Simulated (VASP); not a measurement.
# AlHg (F-43m) in VASP: settings compared

One crystal, AlHg, is run at these levels: optB88-vdW, vdW-DF-cx, rev-vdW-DF2, BLYP; tasks: relaxation of cell and atoms.

Everything below comes from runs of VASP 6.6.1. Logs are shortened: lines on timing, memory, paths and dates and some standing lists are left out, and cuts for length are marked.

**1. The structure**

It takes space group F-43m (No. 216, cubic). The conventional cell has a = 6.137 Å, b = 6.137 Å, c = 6.137 Å, α = 90.00°, β = 90.00°, γ = 90.00°. Around Al (site symmetry -43m) lie 4 Hg at 2.66 Å. Hg (site symmetry -43m) has 4 Al at 2.66 Å as nearest neighbours.

The cell was built by a generator and needn't be a form met in nature.

**2. Relaxation of cell and atoms, optB88-vdW**

Contents of INCAR:

```
SYSTEM = AlHg
PREC = Accurate
ENCUT = 600
EDIFF = 1E-6
ISMEAR = -1
SIGMA = 0.05
LREAL = .FALSE.
LASPH = .TRUE.
NELM = 100
ALGO = Fast
ISIF = 3
LWAVE = .FALSE.
LCHARG = .FALSE.
GGA = BO
LUSE_VDW = .TRUE.
AGGAC = 0.0
PARAM1 = 0.1833333333
PARAM2 = 0.22
IBRION = 2
NSW = 60
EDIFFG = -0.005
```

Contents of KPOINTS:

```
Automatic mesh
0
G
  8 8 8
  0 0 0
```

Contents of POSCAR:

```
AlHg
1.0
    0.0000000000      3.0685300000      3.0685300000
    3.0685300000      0.0000000000      3.0685300000
    3.0685300000      3.0685300000      0.0000000000
Al Hg
1 1
Direct
    0.0000000000      0.0000000000      0.0000000000
    0.7500000000      0.7500000000      0.7500000000
```

Potentials or basis: VASP PAW PBE potentials, release 64 (Al, Hg).

Launch:

```sh
$ cat potpaw_PBE.64/Al/POTCAR potpaw_PBE.64/Hg/POTCAR > POTCAR
$ mpirun -np 1 vasp_std > vasp.out
```

OUTCAR:

```text
SYSTEM = AlHg
   PREC = Accurate
   ENCUT = 600
   EDIFF = 1E-6
   ISMEAR = -1
   LREAL = .FALSE.
   LASPH = .TRUE.
   NELM = 100
   ISIF = 3
   GGA = BO
   IBRION = 2
   NSW = 60
   EDIFFG = -0.005

 ion  position               nearest neighbor table
   1  0.000  0.000  0.000-   2 2.66   2 2.66   2 2.66   2 2.66
   2  0.750  0.750  0.750-   1 2.66   1 2.66   1 2.66   1 2.66

  LATTYP: Found a face centered cubic cell.
 ALAT       =     6.1370600000

  Lattice vectors:

 A1 = (   0.0000000000,   3.0685300000,   3.0685300000)
 A2 = (   3.0685300000,   0.0000000000,   3.0685300000)
 A3 = (   3.0685300000,   3.0685300000,   0.0000000000)

Analysis of symmetry for initial positions (statically):
=====================================================================
 Subroutine PRICEL returns:
 Original cell was already a primitive cell.

 Routine SETGRP: Setting up the symmetry group for a
 face centered cubic supercell.

 Subroutine GETGRP returns: Found 24 space group operations
 (whereof 24 operations were pure point group operations)
 out of a pool of 48 trial point group operations.

The static configuration has the point symmetry T_d .

Analysis of symmetry for dynamics (positions and initial velocities):
=====================================================================
 Subroutine PRICEL returns:
 Original cell was already a primitive cell.

 Routine SETGRP: Setting up the symmetry group for a
 face centered cubic supercell.

 Subroutine GETGRP returns: Found 24 space group operations
 (whereof 24 operations were pure point group operations)
 out of a pool of 48 trial point group operations.

The dynamic configuration has the point symmetry T_d .

 Subroutine INISYM returns: Found 24 space group operations
 (whereof 24 operations are pure point group operations),
 and found     1 'primitive' translations

----------------------------------------------------------------------------------------

                                     Primitive cell

  volume of cell :      57.7858

  direct lattice vectors                    reciprocal lattice vectors
     0.000000000  3.068530000  3.068530000    -0.162944472  0.162944472  0.162944472
     3.068530000  0.000000000  3.068530000     0.162944472 -0.162944472  0.162944472
     3.068530000  3.068530000  0.000000000     0.162944472  0.162944472 -0.162944472

  length of vectors
     4.339556743  4.339556743  4.339556743     0.282228104  0.282228104  0.282228104

  position of ions in fractional coordinates (direct lattice)
     0.000000000  0.000000000  0.000000000
     0.750000000  0.750000000  0.750000000

  ion indices of the primitive-cell ions
   primitive index   ion index
                 1           1
                 2           2

----------------------------------------------------------------------------------------

 KPOINTS: Automatic mesh

Automatic generation of k-mesh.
 Grid dimensions read from file:
 generate k-points for:    8    8    8

 Generating k-lattice:

  Cartesian coordinates                     Fractional coordinates (reciprocal lattice)
    -0.020368059  0.020368059  0.020368059     0.125000000  0.000000000  0.000000000
     0.020368059 -0.020368059  0.020368059     0.000000000  0.125000000  0.000000000
     0.020368059  0.020368059 -0.020368059     0.000000000  0.000000000  0.125000000

  Length of vectors
     0.035278513  0.035278513  0.035278513

  Shift w.r.t. Gamma in fractional coordinates (k-lattice)
     0.000000000  0.000000000  0.000000000

 Subroutine IBZKPT returns following result:
 ===========================================

 Found     29 irreducible k-points:

 Following reciprocal coordinates:
            Coordinates               Weight
  0.000000  0.000000  0.000000      1.000000
  0.125000  0.000000  0.000000      8.000000
  0.250000  0.000000  0.000000      8.000000
  0.375000  0.000000  0.000000      8.000000
  0.500000  0.000000  0.000000      4.000000
  0.125000  0.125000  0.000000      6.000000
[... 16 lines left out ...]
  0.500000  0.250000  0.125000     48.000000
 -0.375000  0.250000  0.125000     24.000000
 [... further k-points ...]
   k-points           NKPTS =     29   k-points in BZ     NKDIM =     29   number of bands    NBANDS=     11
   number of dos      NEDOS =    301   number of ions     NIONS =      2
   total plane-waves  NPLWV =  46656
   dimension x,y,z NGX =    36 NGY =   36 NGZ =   36
   dimension x,y,z NGXF=    72 NGYF=   72 NGZF=   72
   ions per type =               1   1
   NGX,Y,Z   is equivalent  to a cutoff of  13.79, 13.79, 13.79 a.u.
   NGXF,Y,Z  is equivalent  to a cutoff of  27.58, 27.58, 27.58 a.u.
 SYSTEM =  AlHg
   PREC   = accura    normal or accurate (medium, high low for compatibility)
   ISTART =      0    job   : 0-new  1-cont  2-samecut
   ICHARG =      2    charge: 1-file 2-atom 10-const
   ISPIN  =      1    spin polarized calculation?
   LNONCOLLINEAR =      F non collinear calculations
[... 62 lines left out ...]
  --------------------------------------------------------------------------------------
  -------------------------------------------------------------------------------------
  Total       -0.0795446     -0.0795446     -0.0795446      0.0000000      0.0000000      0.0000000
  in kB       -2.2054642     -2.2054642     -2.2054642      0.0000000      0.0000000      0.0000000
  external PRESSURE =      -2.2054642 kB  Pullay stress =       0.0000000 kB

 VOLUME and BASIS-vectors are now :
 -----------------------------------------------------------------------------
  energy-cutoff  :      600.00
  volume of cell :       57.79
      direct lattice vectors                 reciprocal lattice vectors
     0.000000000  3.068530000  3.068530000    -0.162944472  0.162944472  0.162944472
     3.068530000  0.000000000  3.068530000     0.162944472 -0.162944472  0.162944472
     3.068530000  3.068530000  0.000000000     0.162944472  0.162944472 -0.162944472

 POSITION                                       TOTAL-FORCE (eV/Angst)
 -----------------------------------------------------------------------------------
      0.00000      0.00000      0.00000        -0.000000      0.000000      0.000000
      4.60280      4.60280      4.60280         0.000000     -0.000000     -0.000000
 -----------------------------------------------------------------------------------
    total drift:                                0.000000      0.000000      0.000000

  FREE ENERGIE OF THE ION-ELECTRON SYSTEM (eV)
  ---------------------------------------------------
  free  energy   TOTEN  =         0.9383796176 eV

  energy  without entropy=        0.9448303347  energy(sigma->0) =        0.94160498

Total vdW correction in eV:      2.8642608

--------------------------------------- Ionic step        2  -------------------------------------------

 number of electron      14.9999998 magnetization

 Free energy of the ion-electron system (eV)
  ---------------------------------------------------
  ext. energy  EPLUGINS =         0.00000000
  ---------------------------------------------------
  free energy    TOTEN  =         0.93813139 eV

  energy without entropy =        0.94458514  energy(sigma->0) =        0.94135827

 E-fermi :   2.2357     XC(G=0):  -8.8250

 val. band max:        2.0654260359   @ k =   0.2500   0.2500   0.0000
 cond. band min:       2.2944638404   @ k =   0.2500   0.1250   0.0000
 fundamental gap:      0.2290378045
 Fermi energy:         2.2356573501

 k-point     1 :       0.0000    0.0000    0.0000
  band No.  band energies     occupation
      1      -6.2365      2.00000
      2      -5.5097      2.00000
      3      -5.5097      2.00000
      4      -5.5097      2.00000
      5      -5.1567      2.00000
      6      -5.1567      2.00000
      7       6.0613      0.00000
      8       6.0613      0.00000
      9       6.0613      0.00000
     10       6.7689      0.00000
     11       7.1887      0.00000

 k-point     2 :       0.1250    0.0000    0.0000
  band No.  band energies     occupation
      1      -6.1072      2.00000
      2      -5.4905      2.00000
      3      -5.4905      2.00000
      4      -5.4615      2.00000
      5      -5.1580      2.00000
      6      -5.1580      2.00000
      7       3.9527      0.00000
      8       5.5629      0.00000
      9       5.5629      0.00000
     10       6.7232      0.00000
     11       7.7308      0.00000
[... 295 lines left out ...]
 k-point    24 :      -0.3750    0.2500    0.1250
  band No.  band energies     occupation
      1      -5.8237      2.00000
      2      -5.4093      2.00000
      3      -5.3386      2.00000
      4      -5.1939      2.00000
      5      -5.1222      2.00000
      6      -3.3008      2.00000
      7      -1.1309      2.00000
      8       1.9335      1.99527
      9       3.2354      0.00000
     10       7.4819      0.00000
     11       7.8112      0.00000

 [... further k-points ...]

------------------------ aborting loop because EDIFF is reached ----------------------------------------

  FORCE on cell =-STRESS in cart. coord.  units (eV):
  Direction    XX          YY          ZZ          XY          YZ          ZX
  --------------------------------------------------------------------------------------
  -------------------------------------------------------------------------------------
  Total       -0.0047240     -0.0047240     -0.0047240      0.0000000     -0.0000000     -0.0000000
  in kB       -0.1317360     -0.1317360     -0.1317360      0.0000000     -0.0000000     -0.0000000
  external PRESSURE =      -0.1317360 kB  Pullay stress =       0.0000000 kB

 VOLUME and BASIS-vectors are now :
 -----------------------------------------------------------------------------
  energy-cutoff  :      600.00
  volume of cell :       57.45
      direct lattice vectors                 reciprocal lattice vectors
     0.000000000  3.062642348  3.062642348    -0.163257718  0.163257718  0.163257718
     3.062642348  0.000000000  3.062642348     0.163257718 -0.163257718  0.163257718
     3.062642348  3.062642348  0.000000000     0.163257718  0.163257718 -0.163257718

 POSITION                                       TOTAL-FORCE (eV/Angst)
 -----------------------------------------------------------------------------------
      6.12528      3.06264      3.06264        -0.000000     -0.000000     -0.000000
      4.59396      4.59396      4.59396         0.000000      0.000000      0.000000
 -----------------------------------------------------------------------------------
    total drift:                                0.000000      0.000000      0.000000

  FREE ENERGIE OF THE ION-ELECTRON SYSTEM (eV)
  ---------------------------------------------------
  free  energy   TOTEN  =         0.9381313938 eV

  energy  without entropy=        0.9445851372  energy(sigma->0) =        0.94135827

Total vdW correction in eV:      2.8583295

 reached required accuracy - stopping structural energy minimisation
```

Run time: 2.1 min. Hardware: 1 thread of Intel Xeon Platinum 8488C (Sapphire Rapids), shared host; peak memory 0.47 GiB.

Results:

```
Free energy                            : 0.9381 eV
Relaxed volume                         : 28.73 Å³/atom
Relaxed cell                           : a = 4.331 Å, b = 4.331 Å, c = 4.331 Å, α = 60.00°, β = 60.00°, γ = 60.00°
Space group after relaxing (to 0.05 Å) : F-43m (No. 216)
Energy gained by relaxing              : 0.1 meV/atom
Ionic steps                            : 2
Pressure after relaxing                : 0.0 GPa
Band gap on the k mesh                 : none (metal or under the smearing width)
```

Step by step:
```
step  energy change (eV)  largest force (eV/Å)  pressure (GPa)  volume (Å³)
   1              0.0000                0.0000           -0.22        57.79
   2             -0.0002                0.0000           -0.01        57.45
```

Final structure:
```yaml
crystal:
  lattice:
    - [0.00000, 3.06264, 3.06264]
    - [3.06264, 0.00000, 3.06264]
    - [3.06264, 3.06264, 0.00000]
  atoms:
    - { symbol: Al, position: [0.00000, 0.00000, 0.00000] }
    - { symbol: Hg, position: [0.75000, 0.75000, 0.75000] }
```

Caveat: the PAW data sets were made with another functional, which shifts forces and pressure a little. Spin-orbit coupling is left out, which matters for the levels of Hg.

**3. Relaxation of cell and atoms, vdW-DF-cx**

INCAR: that of step 2 with these lines changed.

```diff
@@ -13,7 +13,5 @@
 LCHARG = .FALSE.
-GGA = BO
+GGA = CX
 LUSE_VDW = .TRUE.
 AGGAC = 0.0
-PARAM1 = 0.1833333333
-PARAM2 = 0.22
 IBRION = 2
```

KPOINTS is that of step 2.

POSCAR is that of step 2.

Potentials or basis: VASP PAW PBE potentials, release 64 (Al, Hg).

Launch:

```sh
$ cat potpaw_PBE.64/Al/POTCAR potpaw_PBE.64/Hg/POTCAR > POTCAR
$ mpirun -np 1 vasp_std > vasp.out
```

Wall time 3.8 min (1 thread of Intel Xeon Platinum 8488C (Sapphire Rapids), shared host); peak memory 0.47 GiB.

The run converged. Its results:

```yaml
Free_energy: 0.7003 eV
Relaxed_volume: 27.60 Å³/atom
Relaxed_cell: a = 4.274 Å, b = 4.274 Å, c = 4.274 Å, α = 60.00°, β = 60.00°, γ = 60.00°
Space_group_after_relaxing_to_0.05_Å: F-43m (No. 216)
Energy_gained_by_relaxing: 6.7 meV/atom
Ionic_steps: 4
Pressure_after_relaxing: 0.0 GPa
Band_gap_on_the_k_mesh: none (metal or under the smearing width)
```

The path:
```
step  energy change (eV)  largest force (eV/Å)  pressure (GPa)  volume (Å³)
   1              0.0000                0.0000           -1.59        57.79
   2             -0.0132                0.0000           -0.19        55.42
   3             -0.0133                0.0000            0.06        55.13
   4             -0.0133                0.0000            0.00        55.20
```

Final structure:
```xyz
2
Lattice="0.0000 3.0221 3.0221 3.0221 0.0000 3.0221 3.0221 3.0221 0.0000" Properties=species:S:1:pos:R:3 pbc="T T T"
Al    0.0000    0.0000    0.0000
Hg    4.5331    4.5331    4.5331
```

Levels at points of the mesh, in eV from the Fermi level:
| k point | band 4 | band 5 | band 6 | band 7 | band 8 | band 9 | band 10 | band 11 |
| --- | --- | --- | --- | --- | --- | --- | --- | --- |
| (0.00, 0.00, 0.00) | -7.87 | -7.49 | -7.49 | 3.98 | 3.98 | 3.98 | 5.04 | 5.04 |
| (0.50, 0.00, 0.00) | -7.44 | -7.44 | -5.92 | -3.89 | 2.11 | 2.11 | 4.01 | 6.08 |
| (0.50, 0.50, 0.00) | -7.56 | -7.37 | -4.95 | -3.87 | 0.07 | 0.07 | 3.13 | 3.86 |

Caveat: the PAW data sets were made with another functional, which shifts forces and pressure a little.

**4. Relaxation of cell and atoms, rev-vdW-DF2**

INCAR: that of step 3 with these lines changed.

```diff
@@ -13,5 +13,8 @@
 LCHARG = .FALSE.
-GGA = CX
+GGA = MK
 LUSE_VDW = .TRUE.
 AGGAC = 0.0
+PARAM1 = 0.1234
+PARAM2 = 0.711357
+ZAB_VDW = -1.8867
 IBRION = 2
```

KPOINTS is that of step 3.

POSCAR is that of step 3.

Launch:

```sh
$ cat potpaw_PBE.64/Al/POTCAR potpaw_PBE.64/Hg/POTCAR > POTCAR
$ mpirun -np 1 vasp_std > vasp.out
```

Wall time 5.4 min (1 thread of Intel Xeon Platinum 8488C (Sapphire Rapids), shared host); peak memory 0.47 GiB.

Results (log left out):

| Property | Result |
| --- | --- |
| Free energy | 0.3508 eV |
| Relaxed volume | 28.30 Å³/atom |
| Relaxed cell | a = 4.310 Å, b = 4.310 Å, c = 4.310 Å, α = 60.00°, β = 60.00°, γ = 60.00° |
| Space group after relaxing (to 0.05 Å) | F-43m (No. 216) |
| Energy gained by relaxing | 1.5 meV/atom |
| Ionic steps | 6 |
| Pressure after relaxing | 0.0 GPa |
| Band gap on the k mesh | none (metal or under the smearing width) |

The path:
| step | energy change (eV) | largest force (eV/Å) | pressure (GPa) | volume (Å³) |
| --- | --- | --- | --- | --- |
| 1 | 0.0000 | 0.0000 | -0.75 | 57.79 |
| 2 | -0.0030 | 0.0000 | -0.09 | 56.66 |
| 3 | -0.0030 | 0.0000 | -0.04 | 56.52 |
| 4 | -0.0029 | 0.0000 | 0.18 | 56.24 |
| 5 | -0.0030 | 0.0000 | 0.08 | 56.48 |
| 6 | -0.0030 | 0.0000 | -0.02 | 56.59 |

Final structure:
```cif
data_structure
_symmetry_space_group_name_H-M 'P 1'
_symmetry_Int_Tables_number 1
_cell_length_a 4.3095
_cell_length_b 4.3095
_cell_length_c 4.3095
_cell_angle_alpha 60.000
_cell_angle_beta 60.000
_cell_angle_gamma 60.000
_cell_volume 56.59
loop_
_atom_site_label
_atom_site_type_symbol
_atom_site_fract_x
_atom_site_fract_y
_atom_site_fract_z
_atom_site_occupancy
Al1 Al 0.00000 0.00000 0.00000 1
Hg1 Hg 0.75000 0.75000 0.75000 1
```

Levels at points of the mesh, in eV from the Fermi level:
| k point | band 4 | band 5 | band 6 | band 7 | band 8 | band 9 | band 10 | band 11 |
| --- | --- | --- | --- | --- | --- | --- | --- | --- |
| (0.00, 0.00, 0.00) | -7.79 | -7.42 | -7.42 | 3.89 | 3.89 | 3.89 | 4.72 | 4.98 |
| (0.50, 0.00, 0.00) | -7.38 | -7.38 | -5.87 | -3.81 | 2.07 | 2.07 | 3.85 | 6.03 |
| (0.50, 0.50, 0.00) | -7.49 | -7.31 | -4.89 | -3.86 | 0.09 | 0.09 | 3.14 | 3.79 |

Caveat: the PAW data sets were made with another functional, which shifts forces and pressure a little.

**5. Relaxation of cell and atoms, BLYP**

Contents of INCAR:

```
AGGAC = 1.0
AGGAX = 1.0
ALDAC = 0.0
ALDAX = 1.0
ALGO = Fast
EDIFF = 1E-7
EDIFFG = -0.01
ENCUT = 600
GGA = B5
IBRION = 2
ISIF = 3
ISMEAR = -1
LASPH = T
LCHARG = F
LREAL = F
LWAVE = F
NELM = 60
NSW = 60
PREC = Accurate
SIGMA = 0.05
```

Contents of KPOINTS:

```
k-points
0
Gamma
  8 8 8
```

POSCAR is that of step 4.

Launch:

```sh
$ cat potpaw_PBE.64/Al/POTCAR potpaw_PBE.64/Hg/POTCAR > POTCAR
$ mpirun -np 1 vasp_std > vasp.out
```

Run time: 69 s. Hardware: 1 thread of Intel Xeon 6975P-C (Granite Rapids), shared host; peak memory 0.22 GiB.

It converged, with:

- Free energy: -2.1038 eV
- Relaxed volume: 31.76 Å³/atom
- Relaxed cell: a = 4.479 Å, b = 4.479 Å, c = 4.479 Å, α = 60.00°, β = 60.00°, γ = 60.00°
- Space group after relaxing (to 0.05 Å): F-43m (No. 216)
- Energy gained by relaxing: 21.0 meV/atom
- Ionic steps: 4
- Pressure after relaxing: 0.0 GPa
- Band gap on the k mesh: none (metal or under the smearing width)

Step by step:
```tsv
step	energy change (eV)	largest force (eV/Å)	pressure (GPa)	volume (Å³)
1	0.0000	0.0000	2.66	57.79
2	-0.0392	0.0000	0.58	61.89
3	-0.0420	0.0000	-0.08	63.75
4	-0.0420	0.0000	-0.01	63.52
```

Final structure:
```
CELL_PARAMETERS angstrom
0.00000 3.16684 3.16684
3.16684 0.00000 3.16684
3.16684 3.16684 0.00000
ATOMIC_POSITIONS crystal
Al 0.00000 0.00000 0.00000
Hg 0.75000 0.75000 0.75000
```

Levels at points of the mesh, in eV from the Fermi level:
| k point | band 5 | band 6 | band 7 | band 8 | band 9 | band 10 |
| --- | --- | --- | --- | --- | --- | --- |
| (0.00, 0.00, 0.00) | -7.12 | -7.12 | 3.50 | 3.50 | 3.50 | 3.62 |
| (0.50, 0.00, 0.00) | -7.09 | -5.60 | -3.43 | 1.93 | 1.93 | 3.31 |
| (0.50, 0.50, 0.00) | -7.04 | -4.63 | -3.74 | 0.24 | 0.24 | 3.23 |

Caveat: the PAW data sets were made with another functional, which shifts forces and pressure a little. The run has no spin-orbit coupling, so splittings on Hg are missing.

**6. Overview**

| level | gap on the mesh (eV) | pressure (GPa) | relaxed volume (Å³/atom) |
| --- | --- | --- | --- |
| optB88-vdW | none | 0.0 | 28.73 |
| vdW-DF-cx | none | 0.0 | 27.60 |
| rev-vdW-DF2 | none | 0.0 | 28.30 |
| BLYP | none | 0.0 | 31.76 |

Alike in all rows: task relaxation of cell and atoms; potentials or basis VASP PAW PBE potentials, release 64 (Al, Hg); no spin polarisation; cell relaxed; k mesh 8 × 8 × 8; cutoff (eV) 600; smearing fermi-dirac 0.05 eV.

Caveats: the PAW data sets were made with another functional, which shifts forces and pressure a little.

Total energies depend on the potentials used, so only differences within one code and one set of settings carry meaning.
